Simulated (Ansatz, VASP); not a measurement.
# CaGe4O9 (glassy 80GeO2-20CaO (mol %)) in two plane-wave programs, part 2 of 2

Aim: how closely do two programs agree when they are given the same cell, functional and k mesh? Of the first pair: The structure shown is the start of the Ansatz relaxation below; VASP solves that cell, so the two are compared at the walk's first step.

VASP 6.6.1 and Ansatz 0.2.0.

So far. Step 3 (VASP: single point, PBE, start cell, pair 1): The run ends at a pressure of 7.30 GPa, with forces up to 4.8 eV/Å.

## (5) Ansatz: relaxation, PBE

Level of this step: Ansatz beside VASP: Kohn-Sham DFT, plane waves, PBE (Ansatz).

This run makes the geometry at which the two programs are then compared. The cell compared in this pair holds 1446.55 Å³, against 1470.52 Å³ for the pair before.

The structure compared here is the end of the Ansatz relaxation.

input.yaml reads:

```yaml
crystal:
  lattice:
    - [11.37166, 0.0, 0.0]
    - [0.0, 11.37166, 0.0]
    - [0.0, 0.0, 11.37166]
  atoms:
    - { symbol: Ge, position: [0.6315, 0.5028, 0.10094] }
    - { symbol: Ge, position: [0.35326, 0.94463, 0.58159] }
    - { symbol: Ge, position: [0.91063, 0.72426, 0.49835] }
    - { symbol: Ge, position: [0.31501, 0.40367, 0.79171] }
    - { symbol: Ge, position: [0.57662, 0.38782, 0.62906] }
    - { symbol: Ge, position: [0.51353, 0.99644, 0.08532] }
    - { symbol: Ge, position: [0.14033, 0.84258, 0.87153] }
    - { symbol: Ge, position: [0.95442, 0.74055, 0.06329] }
    - { symbol: Ge, position: [0.52589, 0.75609, 0.23288] }
    - { symbol: Ge, position: [0.2534, 0.65102, 0.68663] }
    - { symbol: Ge, position: [0.56192, 0.13749, 0.47989] }
    - { symbol: Ge, position: [0.28877, 0.59386, 0.25834] }
    - { symbol: Ge, position: [0.07336, 0.03704, 0.6678] }
    - { symbol: Ge, position: [0.79471, 0.02202, 0.59781] }
    - { symbol: Ge, position: [0.59298, 0.81704, 0.67582] }
    - { symbol: Ge, position: [0.1413, 0.29764, 0.57496] }
    - { symbol: Ge, position: [0.31319, 0.20021, 0.01706] }
    - { symbol: Ge, position: [0.63305, 0.23696, 0.22182] }
    - { symbol: Ge, position: [0.48009, 0.61724, 0.48503] }
    - { symbol: Ge, position: [0.05088, 0.47509, 0.149] }
    - { symbol: Ge, position: [0.79316, 0.86546, 0.28842] }
    - { symbol: Ge, position: [0.89508, 0.13908, 0.26759] }
    - { symbol: Ge, position: [0.71749, 0.83556, 0.92606] }
    - { symbol: Ge, position: [0.98724, 0.62253, 0.73793] }
    - { symbol: Ge, position: [0.92326, 0.43549, 0.4228] }
    - { symbol: Ge, position: [0.17046, 0.82251, 0.39686] }
    - { symbol: Ge, position: [0.03085, 0.2172, 0.01513] }
    - { symbol: Ge, position: [0.7906, 0.12156, 0.87212] }
    - { symbol: Ca, position: [0.55824, 0.33885, 0.89575] }
    - { symbol: Ca, position: [0.37449, 0.32597, 0.33546] }
[... 62 atom lines left out ...]
    - { symbol: O, position: [0.91992, 0.17248, 0.92697] }
    - { symbol: O, position: [0.34812, 0.31614, 0.91573] }
    - { symbol: O, position: [0.81887, 0.82091, 0.43063] }
    - { symbol: O, position: [0.46158, 0.88909, 0.67549] }
    - { symbol: O, position: [0.77709, 0.22995, 0.24412] }
    - { symbol: O, position: [0.5858, 0.10418, 0.15959] }
kpoints:
  mp_grid: { grid: [1, 1, 1] }
hamiltonian:
  xc: pbe
scf:
  occupations: { method: fixed }
output:
  forces: true
relax:
  f_tol: 0.05
  max_steps: 150
  cell: {}
```

Command:

```sh
$ ansatz run input.yaml --threads 4 --pin off --max-ram 8192MiB --backend cpu --events-out ev --progress --plain --runs-dir out
```

Numbers of over 12 decimals in the logs are rounded to 6 here.

The log of the run:

```text
[...]
Crystal: 98 atoms, lattice volume = 1470.522 Å³
Basis set: ecut = 420 eV, 28671 PW (Γ), exchange–correlation on 160×160×160 points (8 copies of the dense FFT grid, shifted against one another)
Bands: 518, of which v1, the nominal top of the filled ones, is band 420 counted from 1 (419 counted from 0)
Symmetry: 1 space group operations
[...]
k-points: 1
[...]
- { symbol: O, position: [0.410395, 0.663514, 0.150630] }
    - { symbol: O, position: [0.313747, 0.823274, 0.472518] }
    - { symbol: O, position: [0.224262, 0.019054, 0.582885] }
    - { symbol: O, position: [0.236391, 0.787153, 0.732240] }
    - { symbol: O, position: [0.951630, 0.963136, 0.594355] }
    - { symbol: O, position: [0.559425, 0.903582, -0.017594] }
[...]
- { symbol: O, position: [0.812281, 0.812929, 0.418886] }
    - { symbol: O, position: [0.456818, 0.878526, 0.682736] }
    - { symbol: O, position: [0.772627, 0.262714, 0.243463] }
    - { symbol: O, position: [0.586492, 0.122878, 0.129699] }
[key lines of the parts left out:]
P = ⅓ Tr σ = 0.0114 GPa (0.114 kbar)
```

## (6) VASP: single point, PBE, relaxed cell, pair 2

The same cell, functional and mesh now go to VASP, with its own data sets.

INCAR reads:

```
SYSTEM = CaGe4O9
PREC = Accurate
ENCUT = 600
EDIFF = 1E-06
NELM = 120
ISMEAR = 0
SIGMA = 0.01
LREAL = Auto
ALGO = Normal
GGA = PE
NBANDS = 488
LORBIT = 11
LWAVE = .FALSE.
LCHARG = .FALSE.
ISIF = 2
LASPH = .TRUE.
GGA_COMPAT = .FALSE.
EFERMI = MIDGAP
NCORE = 2
```

POSCAR reads:

```
CaGe4O9
1.0
   11.2726040000      0.0220840000     -0.2441140000
    0.0220840000     11.2759650000      0.3308480000
   -0.2441140000      0.3308480000     11.3953860000
Ge Ca O
28 7 63
Direct
    0.6214400000      0.5026800000      0.1015000000
    0.3571100000      0.9359700000      0.5672100000
    0.9357200000      0.7208100000      0.4678800000
    0.3205600000      0.3992400000      0.8110000000
    0.5670200000      0.3800700000      0.6407500000
    0.5044400000      0.9939000000      0.0972600000
    0.1359100000      0.8184700000      0.8638600000
    0.9388000000      0.7511800000      0.0660200000
    0.5377900000      0.7393500000      0.2312400000
    0.2543700000      0.6427100000      0.6900200000
    0.5699300000      0.1327000000      0.4948100000
    0.2914500000      0.6238600000      0.2427900000
    0.0864900000      0.0245200000      0.6582700000
    0.8059000000      0.0149900000      0.6100500000
    0.5956100000      0.8022400000      0.6733400000
    0.1559300000      0.2967100000      0.5839900000
    0.2933400000      0.2071300000      0.0521900000
    0.6211200000      0.2364200000      0.2265700000
    0.4738500000      0.6144900000      0.4906200000
    0.0536200000      0.4779600000      0.1530600000
    0.7976500000      0.8680800000      0.2712900000
    0.8804500000      0.1486500000      0.2818900000
    0.6978700000      0.8530700000      0.9303100000
    0.9935600000      0.6120000000      0.7197500000
    0.9398700000      0.4416800000      0.4140200000
    0.1841400000      0.8443700000      0.3764500000
    0.0154700000      0.2255200000      0.0296600000
    0.7875700000      0.1150100000      0.8667800000
    0.5762000000      0.3277700000      0.9287300000
    0.3845900000      0.3574700000      0.3417400000
[... 62 atom lines left out ...]
    0.9087100000      0.2072700000      0.9146600000
    0.3537600000      0.3180400000      0.9502300000
    0.8122800000      0.8129300000      0.4188900000
    0.4568200000      0.8785300000      0.6827400000
    0.7726300000      0.2627100000      0.2434600000
    0.5864900000      0.1228800000      0.1297000000
```

KPOINTS reads:

```
Automatic mesh
0
Gamma
1 1 1
0 0 0
```

The projector-augmented-wave data sets are Ge_d, Ca_sv and O (PBE family, release 64).

Command:

```sh
$ mpirun -np 8 vasp_gam
```

The log of the run:

```text
[... set-up lines as in an earlier step ...]
 entering main loop
       N       E                     dE             d eps       ncg     rms          rms(c)
DAV:   1     0.305060154978E+05    0.30506E+05   -0.29108E+05  1200   0.481E+03
DAV:   2     0.725647439079E+04   -0.23250E+05   -0.22095E+05   976   0.138E+03
DAV:   3     0.657773596354E+03   -0.65987E+04   -0.61433E+04  1016   0.442E+02
DAV:   4    -0.626383009873E+03   -0.12842E+04   -0.12489E+04  1136   0.202E+02
[...]
DAV:  19    -0.625527557134E+03    0.16787E-05   -0.23499E-05  1312   0.248E-02    0.450E-03
DAV:  20    -0.625527557913E+03   -0.77959E-06   -0.15017E-05  1184   0.124E-02    0.254E-03
DAV:  21    -0.625527558196E+03   -0.28299E-06   -0.29906E-06   752   0.711E-03
   1 F= -.62552756E+03 E0= -.62552756E+03  d E =0.000000E+00
```

OUTCAR, selected parts (step 6):

```text
  FREE ENERGIE OF THE ION-ELECTRON SYSTEM (eV)
  ---------------------------------------------------
  free  energy   TOTEN  =      -625.5275581961 eV

  energy  without entropy=     -625.5275581961  energy(sigma->0) =     -625.52755820
```

The run ends at a pressure of -0.29 GPa, with forces up to 0.092 eV/Å.

## (7) Differences

What differs besides the data sets and the points named for the pairs above, as far as they apply: the cutoff is 420 eV in Ansatz and 600 eV in VASP (PREC = Accurate, projectors in real space). Total energies have different zeros and are not compared.

The two programs side by side:

| quantity | Ansatz | VASP | difference |
| --- | --- | --- | --- |
| pressure (GPa) | 0.01 | -0.29 | +0.30 |
| gap on the k mesh (eV) | 1.791 | 1.762 | +0.029 |

Forces on 7 of the 98 atoms, those with the largest forces and the largest differences (eV/Å; atoms numbered as in POSCAR):

| atom | Ansatz x, y, z | VASP x, y, z |
| --- | --- | --- |
| Ge10 | 0.002, 0.010, -0.019 | 0.035, -0.007, -0.079 |
| Ge24 | -0.007, -0.016, -0.001 | -0.041, -0.038, 0.017 |
| O37 | -0.010, -0.002, 0.011 | -0.040, 0.026, 0.035 |
| O48 | 0.000, -0.001, 0.000 | 0.064, -0.063, -0.018 |
| O64 | 0.005, -0.012, 0.001 | 0.006, -0.068, 0.036 |
| O72 | 0.004, -0.010, 0.009 | 0.017, -0.027, 0.047 |
| O79 | 0.021, 0.008, -0.003 | 0.071, 0.043, -0.015 |

The forces differ by 19 meV/Å r.m.s., which is 88.6 % of the r.m.s. force of 0.022 eV/Å (both taken over all components). A gap on the mesh is an upper bound, since the band edges may lie between its points.

## (8) Results

* r.m.s. force difference (single point, PBE, start cell, pair 1): 2.7 % of the r.m.s. force
* r.m.s. force difference (single point, PBE, relaxed cell, pair 2): 19 meV/Å

**Reading.** The r.m.s. force difference is 19 meV/Å (single point, PBE, relaxed cell, pair 2), beyond the 12 meV/Å picked in this series as the mark of a large difference. What causes the difference of the single point, PBE, relaxed cell, pair 2 pair stays open here. How closely two codes agree says nothing of how well the functional describes the real material.

[Lines on the potential files, build, host, timing and source positions are cut from VASP's logs without a mark.]

[Logs are printed without paths, hosts, clocks, repeated set-up lines and the standing remarks that a program may print on its own settings, such as how far it seeks lower states.]

[Hosts, paths, dates, database ids (printed as entryN), source tags and the programs' standing remarks are cut or masked in the printed files.]
